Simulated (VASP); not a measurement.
CoSi2 (fluorite): the formation energy from VASP (plane waves, PAW) at several levels of theory. The references are the elements' solids at the same level; no temperature or zero-point terms are added.

| level | formation energy (eV/atom) |
|---|---|
| LDA | -0.628 |
| PBE | -0.470 |
| PBEsol | -0.584 |

The cell of the LDA run:

```cif
data_Co4Si8
_chemical_formula_sum 'Co4 Si8'
_space_group_name_H-M_alt 'Fm-3m'
_space_group_IT_number 225
_space_group_name_Hall '-F 4 2 3'
_cell_length_a 5.27532
_cell_length_b 5.27532
_cell_length_c 5.27532
_cell_angle_alpha 90.000
_cell_angle_beta 90.000
_cell_angle_gamma 90.000
loop_
_atom_site_label
_atom_site_type_symbol
_atom_site_symmetry_multiplicity
_atom_site_Wyckoff_symbol
_atom_site_fract_x
_atom_site_fract_y
_atom_site_fract_z
_atom_site_occupancy
Co1 Co 4 a 0.00000 0.00000 0.00000 1
Si1 Si 8 c 0.25000 0.25000 0.25000 1
```
(The calculation used a cell of 3 atoms; values per cell refer to that cell.)

Only levels that ran to the end are used. Left out are those held back, those with too coarse a band path, GW runs whose mesh misses a band edge, hybrids' fits of cells that aren't cubic and levels without matching references; a question may draw on a part of the rest.
